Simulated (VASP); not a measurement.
# InP: the band gap, functional by functional, part 3 of 3

Aim: the gap of InP on one structure at many levels of theory. The starting structure is a measured crystal structure from the Crystallography Open Database. Cell and atoms stay as given. Meshes and data sets differ where the inputs say so.

VASP 6.6.1.

Results so far: LDA 0.485 eV; PBE 0.686 eV; r2SCAN 1.143 eV; TB-mBJ 1.652 eV; LDA + spin-orbit coupling 0.454 eV; r2SCAN + spin-orbit coupling 1.115 eV; TB-mBJ + spin-orbit coupling 1.627 eV; HSE06 1.527 eV.

## Step 10: Bands with PBE0

Level of this step: PBE0; plane waves and PAW (In_d, P) (VASP).

PBE0 keeps a quarter of exact exchange at all ranges; it tends to overshoot small gaps. This run uses a 4×4×4 mesh. It starts from the orbitals of an earlier run, not shown.

Contents of INCAR:

```
SYSTEM = InP
PREC = Accurate
ENCUT = 350
EDIFF = 1E-06
NELM = 100
ISMEAR = 0
SIGMA = 0.03
LREAL = .FALSE.
ALGO = Normal
LHFCALC = .TRUE.
AEXX = 0.25
GGA = PE
LASPH = .TRUE.
NBANDS = 15
PRECFOCK = Fast
HFRCUT = -1
LORBIT = 11
LWAVE = .FALSE.
LCHARG = .FALSE.
KPAR = 4
```

Contents of POSCAR:

```
InP
1.0
    0.0000000000      2.9343500000      2.9343500000
    2.9343500000      0.0000000000      2.9343500000
    2.9343500000      2.9343500000      0.0000000000
In P
1 1
Direct
    0.0000000000      0.0000000000      0.0000000000
    0.7500000000      0.7500000000      0.7500000000
```

Contents of KPOINTS:

```
Automatic mesh
0
Gamma
4 4 4
0 0 0
```

Contents of KPOINTS_OPT:

```
Line mode
10
Line-mode
Reciprocal
  0.00000000   0.00000000   0.00000000 GAMMA
  0.50000000   0.00000000   0.50000000 X

  0.50000000   0.00000000   0.50000000 X
  0.50000000   0.25000000   0.75000000 W

  0.50000000   0.25000000   0.75000000 W
  0.37500000   0.37500000   0.75000000 K

  0.37500000   0.37500000   0.75000000 K
  0.00000000   0.00000000   0.00000000 GAMMA

  0.00000000   0.00000000   0.00000000 GAMMA
  0.50000000   0.50000000   0.50000000 L

  0.50000000   0.50000000   0.50000000 L
  0.62500000   0.25000000   0.62500000 U

  0.62500000   0.25000000   0.62500000 U
  0.50000000   0.25000000   0.75000000 W

  0.50000000   0.25000000   0.75000000 W
  0.50000000   0.50000000   0.50000000 L

  0.50000000   0.50000000   0.50000000 L
  0.37500000   0.37500000   0.75000000 K

  0.62500000   0.25000000   0.62500000 U
  0.50000000   0.00000000   0.50000000 X
```

PAW data sets: In_d and P (PBE family, release 64).

Launch:

```
mpirun -np 4 vasp_std
```

Numbers of over 12 decimals in the logs are rounded to 6 here.

The log of the run:

```text
[banner, memory and clock lines left out]
running    4 mpi-ranks, on    1 nodes
[...]
LDA part: xc-table for (Slater+PW92), standard interpolation
 found WAVECAR, reading the header
 POSCAR, INCAR and KPOINTS ok, starting setup
[...]
HFRCUT set to (new)   9.173865
 reading WAVECAR
 the WAVECAR file was read successfully
 initial charge from wavefunction
 entering main loop
       N       E                     dE             d eps       ncg     rms          rms(c)
DAV:   1    -0.107897920494E+02   -0.10790E+02   -0.10687E+00   289   0.168E+01    0.345E+00
DAV:   2    -0.108012404526E+02   -0.11448E-01   -0.92082E-02   322   0.281E+00    0.496E+00
DAV:   3    -0.107972735966E+02    0.39669E-02   -0.76553E-03   364   0.133E+00    0.355E+00
DAV:   4    -0.107962039425E+02    0.10697E-02   -0.16096E-03   326   0.521E-01    0.230E+00
[...]
DAV:   8    -0.107959644111E+02    0.65454E-05   -0.43735E-06   268   0.203E-02    0.336E-01
DAV:   9    -0.107959626149E+02    0.17962E-05   -0.14760E-06   260   0.938E-03    0.206E-01
DAV:  10    -0.107959622012E+02    0.41378E-06   -0.41667E-07   162   0.510E-03
   1 F= -.10795962E+02 E0= -.10795962E+02  d E =-.200982E-11
 Start KPOINTS_OPT (optional k-point list driver)
k-point batch [1-8\100]
       N       E                     dE             ncg
DAV:   1     0.227012686470E+03   -0.14882E+04      240
DAV:   2    -0.829943457804E+03   -0.10570E+04      254
DAV:   3    -0.907625644267E+03   -0.77682E+02      303
DAV:   4    -0.909965691264E+03   -0.23400E+01      311
DAV:   5    -0.910056389417E+03   -0.90698E-01      379
DAV:   6    -0.910058288992E+03   -0.18996E-02      354
DAV:   7    -0.910058322933E+03   -0.33941E-04      372
DAV:   8    -0.910058323266E+03   -0.33337E-06      260
[...]
k-point batch [97-100\100]
       N       E                     dE             ncg
DAV:   1     0.221692891920E+04   -0.20579E+04      128
DAV:   2     0.175679067163E+04   -0.46014E+03      120
DAV:   3     0.172678139898E+04   -0.30009E+02      155
DAV:   4     0.172592979932E+04   -0.85160E+00      176
DAV:   5     0.172589061517E+04   -0.39184E-01      201
DAV:   6     0.172589008302E+04   -0.53215E-03      176
DAV:   7     0.172589006788E+04   -0.15135E-04      208
DAV:   8     0.172589006773E+04   -0.15391E-06      144
```

Elapsed: 2.1 min, on 4 MPI ranks of Intel Xeon 6975P-C (Granite Rapids), shared host; peak memory 0.68 GiB; 8.2 min of CPU time.

Parts of OUTCAR (step 10):

```text
 POSITION                                       TOTAL-FORCE (eV/Angst)
 -----------------------------------------------------------------------------------
      0.00000      0.00000      0.00000        -0.000000     -0.000000     -0.000000
      4.40152      4.40152      4.40152         0.000000      0.000000      0.000000
 -----------------------------------------------------------------------------------
    total drift:                               -0.000053     -0.000060     -0.000027

  FREE ENERGIE OF THE ION-ELECTRON SYSTEM (eV)
  ---------------------------------------------------
  free  energy   TOTEN  =       -10.7959622012 eV

  energy  without entropy=      -10.7959622012  energy(sigma->0) =      -10.79596220

[... 2 parts as in an earlier step ...]

[... 1 further part left out ...]
[key lines of the parts left out:]
E-fermi :   4.5184
```

The log as kept lacks single lines of electronic cycles.

PBE0 gives a direct gap of 2.192 eV. The least gap is +1.707 eV from that of LDA, on another mesh, which alone can move a gap by some hundredths of an eV.

## Step 11: All runs side by side

```csv
level,gap (eV),least direct gap (eV),mesh,core minutes
LDA,0.485,0.485,6×6×6,0.413
PBE,0.686,0.687,6×6×6,0.427
r2SCAN,1.143,1.143,6×6×6,1.67
TB-mBJ,1.652,1.652,6×6×6,1.6
LDA + spin-orbit coupling,0.454,0.454,6×6×6,1.87
r2SCAN + spin-orbit coupling,1.115,1.115,6×6×6,9.4
TB-mBJ + spin-orbit coupling,1.627,1.627,6×6×6,5.47
HSE06,1.527,1.527,4×4×4,8.13
PBE0,2.192,2.192,4×4×4,8.27
```

Core minutes are wall time times ranks of the run shown, on a shared host.

## Step 12: What came out

| Quantity | Value |
| --- | --- |
| gap, LDA | 0.485 eV |
| gap, PBE | 0.686 eV |
| gap, r2SCAN | 1.143 eV |
| gap, TB-mBJ | 1.652 eV |
| gap, LDA + spin-orbit coupling | 0.454 eV |
| gap, r2SCAN + spin-orbit coupling | 1.115 eV |
| gap, TB-mBJ + spin-orbit coupling | 1.627 eV |
| gap, HSE06 | 1.527 eV |
| gap, PBE0 | 2.192 eV |

Without spin-orbit coupling the gap of InP runs from 0.485 eV (LDA) to 2.192 eV (PBE0). HSE06 gives +0.84 eV from PBE, on another mesh, which alone can move a gap by some hundredths of an eV. TB-mBJ lies +0.12 eV from HSE06, on another mesh, which alone can move a gap by some hundredths of an eV. Spin-orbit coupling changes the LDA gap by -0.031 eV (LASPH differs too). Spin-orbit coupling changes the r2SCAN gap by -0.028 eV. Spin-orbit coupling changes the TB-mBJ gap by -0.025 eV. LASPH is on in some of these runs and off in others, which adds a little to the differences. These are gaps between Kohn-Sham or generalised Kohn-Sham levels of a static lattice, without excitons or temperature. Further runs on this material are not shown.

[Lines on the potential files, build, host, timing and source positions are cut from VASP's logs without a mark.]

[Logs are printed without paths, hosts, clocks, repeated set-up lines and the standing remarks that a program may print on its own settings, such as how far it seeks lower states.]

[Hosts, paths, dates, database ids (printed as entryN), source tags and the programs' standing remarks are cut or masked in the printed files.]
